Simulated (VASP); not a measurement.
Method: G0W0 on PBE orbitals, VASP's PBE PAW potentials (set 64) (plane waves; VASP).

VASP ran on this input.

### INCAR
```
NBANDS = 160
GGA = PE   # PBE
LCHARG = .False.
LASPH = .True.   # aspherical one-centre terms
SIGMA = 0.01   # width (eV)
LREAL = .False.   # projection in real space or not
LWAVE = .False.
ISMEAR = 0   # Gaussian
LSPECTRALGW = .True.
ENCUTGW = 200
PREC = Normal
NELMGW = 1
SYSTEM = GaP
ALGO = EVGW0
NOMEGA = 64
NBANDSGW = 17
ENCUT = 500
```

KPOINTS:
```
Automatic mesh
0
Gamma
4 4 4
0 0 0
```

**POSCAR**
```
GaP
1
    0.0000000000     2.7250000000     2.7250000000
    2.7250000000     0.0000000000     2.7250000000
    2.7250000000     2.7250000000     0.0000000000
Ga P
1 1
Direct
  0.0000000000   0.0000000000   0.0000000000
  0.2500000000   0.2500000000   0.2500000000
```

POTCAR, in this order: Ga_d_GW P_GW (PBE.64 set). Program: vasp_std. Read from the step before: WAVECAR, WAVEDER.

Output of the run:

OSZICAR:
```
energies w=
    0.000    0.000    0.472    0.000    0.943    0.000    1.411    0.000
    1.877    0.000    2.338    0.000    2.795    0.000    3.247    0.000
    3.693    0.000    4.133    0.000    4.567    0.000    4.995    0.000
    5.417    0.000    5.833    0.000    6.244    0.000    6.650    0.000
    7.052    0.000    7.451    0.000    7.846    0.000    8.240    0.000
    8.631    0.000    9.022    0.000    9.414    0.000    9.806    0.000
   10.201    0.000   10.599    0.000   11.001    0.000   11.408    0.000
   11.822    0.000   12.244    0.000   12.676    0.000   13.118    0.000
   13.573    0.000   14.043    0.000   14.531    0.000   15.037    0.000
   15.565    0.000   16.119    0.000   16.701    0.000   17.315    0.000
   17.968    0.000   18.663    0.000   19.408    0.000   20.209    0.000
   21.076    0.000   22.019    0.000   23.053    0.000   24.191    0.000
   25.455    0.000   26.869    0.000   28.464    0.000   30.279    0.000
   32.367    0.000   34.797    0.000   37.662    0.000   41.092    0.000
   45.273    0.000   50.482    0.000   57.148    0.000   65.973    0.000
   78.192    0.000   96.199    0.000  125.320    0.000  180.289    0.000
NQ=   1    0.0000    0.0000    0.0000,
 performed        217000 updates of chi_q(r,r)
NQ=   2    0.2500    0.0000    0.0000,
 performed        586000 updates of chi_q(r,r)
NQ=   3    0.5000    0.0000    0.0000,
 performed        912000 updates of chi_q(r,r)
NQ=   4    0.2500    0.2500    0.0000,
 performed       1281000 updates of chi_q(r,r)
NQ=   5    0.5000    0.2500    0.0000,
 performed       1770000 updates of chi_q(r,r)
NQ=   6   -0.2500    0.2500    0.0000,
 performed       2215000 updates of chi_q(r,r)
NQ=   7    0.5000    0.5000    0.0000,
 performed       2508000 updates of chi_q(r,r)
NQ=   8   -0.2500    0.5000    0.2500,
 performed       2866000 updates of chi_q(r,r)
 resolving degeneracies of screened two electron integrals
```

### OUTCAR
```


 k-point   1 :       0.0000    0.0000    0.0000
  band No.  KS-energies  QP-energies   sigma(KS)   V_xc(KS)     V^pw_x(r,r')   Z            occupation Imag(sigma)

      1     -10.1848     -12.4035     -24.9242     -21.6815     -35.0242       0.6842       2.0000       0.1930
      2     -10.1848     -12.4035     -24.9242     -21.6815     -35.0242       0.6842       2.0000       0.1930
      3     -10.1848     -12.4035     -24.9242     -21.6815     -35.0242       0.6842       2.0000       0.1930
      4     -10.0866     -12.3372     -25.0829     -21.8041     -35.1546       0.6864       2.0000       0.1610
      5     -10.0866     -12.3372     -25.0829     -21.8041     -35.1546       0.6864       2.0000       0.1610
      6      -8.0944      -8.6253     -12.1829     -11.3619     -18.6696       0.6467       2.0000       0.9973
      7       4.4072       3.8122     -13.4008     -12.6196     -14.6213       0.7616       2.0000       0.0429
      8       4.4072       3.8122     -13.4008     -12.6196     -14.6213       0.7616       2.0000       0.0429
      9       4.4072       3.8122     -13.4008     -12.6196     -14.6213       0.7616       2.0000       0.0429
     10       6.2247       6.5202     -11.2411     -11.6264      -6.8637       0.7670       0.0000      -0.0588
     11       8.2648       8.4179     -10.2815     -10.4815      -5.8175       0.7657       0.0000      -0.0716
     12       8.2648       8.4179     -10.2815     -10.4815      -5.8175       0.7657       0.0000      -0.0716
     13       8.2648       8.4179     -10.2815     -10.4815      -5.8175       0.7657       0.0000      -0.0716
     14      13.2139      13.1580      -8.3091      -8.2382      -2.7567       0.7896       0.0000      -0.2810
     15      14.1136      14.3227     -10.5515     -10.8328      -5.0068       0.7435       0.0000      -0.2373
     16      14.1136      14.3227     -10.5515     -10.8328      -5.0068       0.7435       0.0000      -0.2373
     17      16.8268      16.6630      -8.4434      -8.2251      -2.4429       0.7502       0.0000      -0.4631

 k-point   2 :       0.2500    0.0000    0.0000
  band No.  KS-energies  QP-energies   sigma(KS)   V_xc(KS)     V^pw_x(r,r')   Z            occupation Imag(sigma)

      1     -10.2281     -12.3971     -24.6416     -21.4595     -34.6940       0.6816       2.0000       0.2126
      2     -10.1705     -12.3918     -24.9553     -21.7087     -35.0594       0.6842       2.0000       0.1913
      3     -10.1705     -12.3918     -24.9553     -21.7087     -35.0594       0.6842       2.0000       0.1913
      4     -10.0858     -12.3380     -25.0832     -21.8062     -35.1594       0.6873       2.0000       0.1607
      5     -10.0858     -12.3380     -25.0832     -21.8062     -35.1594       0.6873       2.0000       0.1607
      6      -7.3183      -7.8863     -12.5733     -11.7339     -18.8661       0.6766       2.0000       0.9442
      7       0.5188      -0.1021     -12.4438     -11.5963     -14.8260       0.7327       2.0000       0.1117
      8       3.7404       3.1244     -13.0528     -12.2406     -14.4145       0.7585       2.0000       0.0475
      9       3.7404       3.1244     -13.0528     -12.2406     -14.4145       0.7585       2.0000       0.0475
     10       6.5472       6.7609     -10.6250     -10.9024      -6.3729       0.7702       0.0000      -0.0591
     11       9.1226       9.2818     -10.4065     -10.6163      -5.7138       0.7586       0.0000      -0.0880
     12       9.1226       9.2818     -10.4065     -10.6163      -5.7138       0.7586       0.0000      -0.0880
     13      10.7513      10.8708     -10.8179     -10.9792      -5.6153       0.7408       0.0000      -0.1345
     14      13.3286      13.4263      -9.9865     -10.1171      -4.5779       0.7473       0.0000      -0.2275
     15      13.3286      13.4263      -9.9865     -10.1171      -4.5779       0.7473       0.0000      -0.2275
     16      14.3199      14.1389      -8.1465      -7.9065      -2.4767       0.7542       0.0000      -0.3120
     17      17.4863      17.4363      -9.1444      -9.0772      -2.9325       0.7446       0.0000      -0.5313

 k-point   3 :       0.5000    0.0000    0.0000
  band No.  KS-energies  QP-energies   sigma(KS)   V_xc(KS)     V^pw_x(r,r')   Z            occupation Imag(sigma)

      1     -10.2648     -12.4079     -24.4650     -21.3199     -34.4894       0.6814       2.0000       0.2274
      2     -10.1605     -12.3865     -24.9714     -21.7210     -35.0730       0.6848       2.0000       0.1900
      3     -10.1605     -12.3865     -24.9714     -21.7210     -35.0730       0.6848       2.0000       0.1900
      4     -10.0796     -12.3357     -25.0996     -21.8240     -35.1867       0.6887       2.0000       0.1621
      5     -10.0796     -12.3357     -25.0996     -21.8240     -35.1867       0.6887       2.0000       0.1621
      6      -6.0243      -6.6137     -13.2959     -12.4508     -19.2317       0.6974       2.0000       0.8006
      7      -2.2462      -2.8778     -11.6355     -10.7378     -15.2561       0.7036       2.0000       0.2866
      8       3.2832       2.6417     -12.9315     -12.0819     -14.4667       0.7551       2.0000       0.0526
      9       3.2832       2.6417     -12.9315     -12.0819     -14.4667       0.7551       2.0000       0.0526
     10       6.0636       6.2546     -10.5948     -10.8416      -6.4938       0.7738       0.0000      -0.0556
     11       9.0956       9.2259     -10.0478     -10.2185      -5.4029       0.7634       0.0000      -0.0867
     12       9.0956       9.2259     -10.0478     -10.2185      -5.4029       0.7634       0.0000      -0.0867
     13      12.6791      12.4731      -8.6036      -8.3300      -3.0184       0.7529       0.0000      -0.2382
     14      15.2988      15.3257      -9.9948     -10.0313      -3.7788       0.7366       0.0000      -0.3836
     15      16.0053      16.1924     -10.6830     -10.9321      -4.3584       0.7515       0.0000      -0.4756
     16      16.0053      16.1924     -10.6830     -10.9321      -4.3584       0.7515       0.0000      -0.4756
     17      17.9710      17.9557     -10.4243     -10.4038      -3.9541       0.7496       0.0000      -0.6698

 k-point   4 :       0.2500    0.2500    0.0000
  band No.  KS-energies  QP-energies   sigma(KS)   V_xc(KS)     V^pw_x(r,r')   Z            occupation Imag(sigma)

      1     -10.2510     -12.4135     -24.5949     -21.4223     -34.6438       0.6816       2.0000       0.2161
      2     -10.1536     -12.3838     -24.9951     -21.7440     -35.1062       0.6860       2.0000       0.1898
      3     -10.1536     -12.3838     -24.9951     -21.7440     -35.1062       0.6860       2.0000       0.1898
      4     -10.1032     -12.3398     -25.0274     -21.7561     -35.0908       0.6837       2.0000       0.1634
      5     -10.0761     -12.3355     -25.1021     -21.8246     -35.1843       0.6894       2.0000       0.1600
      6      -7.0566      -7.6088     -12.6190     -11.7868     -18.8238       0.6635       2.0000       0.9140
      7       0.7237       0.1505     -12.9275     -12.1465     -15.2199       0.7339       2.0000       0.1034
      8       2.7152       2.0641     -12.5564     -11.6890     -14.2033       0.7507       2.0000       0.0585
      9       2.7152       2.0641     -12.5564     -11.6890     -14.2033       0.7507       2.0000       0.0585
     10       6.5660       6.6429      -9.8279      -9.9270      -5.7509       0.7758       0.0000      -0.0579
     11       8.1125       8.2118     -10.1757     -10.3056      -5.6529       0.7643       0.0000      -0.0747
     12      11.1334      11.3229     -11.0048     -11.2613      -5.7243       0.7391       0.0000      -0.1493
     13      11.1334      11.3229     -11.0048     -11.2613      -5.7243       0.7391       0.0000      -0.1493
     14      12.1909      12.2816     -10.3028     -10.4233      -4.9840       0.7529       0.0000      -0.1867
     15      15.0549      15.2627     -10.5329     -10.8104      -4.6738       0.7490       0.0000      -0.3300
     16      17.1007      17.1097      -9.2242      -9.2362      -2.9839       0.7567       0.0000      -0.5280
     17      18.9917      18.8316      -9.0144      -8.8018      -2.6379       0.7528       0.0000      -0.7014

 k-point   5 :       0.5000    0.2500    0.0000
  band No.  KS-energies  QP-energies   sigma(KS)   V_xc(KS)     V^pw_x(r,r')   Z            occupation Imag(sigma)

      1     -10.2765     -12.4129     -24.4739     -21.3321     -34.5091       0.6800       2.0000       0.2273
      2     -10.1467     -12.3826     -24.9986     -21.7446     -35.1043       0.6871       2.0000       0.1866
      3     -10.1389     -12.3799     -25.0259     -21.7712     -35.1411       0.6885       2.0000       0.1884
      4     -10.1017     -12.3447     -25.0355     -21.7647     -35.1062       0.6857       2.0000       0.1636
      5     -10.0745     -12.3368     -25.1054     -21.8292     -35.1926       0.6905       2.0000       0.1601
      6      -5.7015      -6.2757     -13.2561     -12.4278     -19.0640       0.6933       2.0000       0.7530
      7      -1.7407      -2.3439     -12.2230     -11.3719     -15.6332       0.7086       2.0000       0.2333
      8       1.1591       0.4909     -11.8791     -10.9759     -13.9261       0.7399       2.0000       0.0887
      9       2.3653       1.6946     -12.4959     -11.5999     -14.2875       0.7486       2.0000       0.0639
     10       6.8471       6.9043      -9.8448      -9.9187      -5.7075       0.7747       0.0000      -0.0606
     11       9.3218       9.4872     -10.5657     -10.7857      -5.7037       0.7522       0.0000      -0.1001
     12      10.9789      11.0495     -10.3151     -10.4092      -5.2355       0.7505       0.0000      -0.1363
     13      11.4449      11.6056     -10.5563     -10.7730      -5.2100       0.7417       0.0000      -0.1653
     14      15.2383      15.2510     -10.4605     -10.4779      -4.1382       0.7302       0.0000      -0.4157
     15      16.0977      16.2766     -10.7358     -10.9774      -4.3948       0.7401       0.0000      -0.4739
     16      17.5494      17.7443     -11.0148     -11.2810      -4.2485       0.7324       0.0000      -0.6445
     17      18.1022      18.0066      -8.8375      -8.7097      -2.6657       0.7480       0.0000      -0.5379

 k-point   6 :      -0.2500    0.2500    0.0000
  band No.  KS-energies  QP-energies   sigma(KS)   V_xc(KS)     V^pw_x(r,r')   Z            occupation Imag(sigma)

...
```
(Selected blocks of OUTCAR.)

The mesh is coarse and the basis finite, so the quasiparticle values are not converged.

The compound is GaP in the zinc blende structure. The cell was not relaxed at this level. The k-mesh is coarse (spacing up to 0.50 per Å, 2π included), so the numbers may not be converged in it.
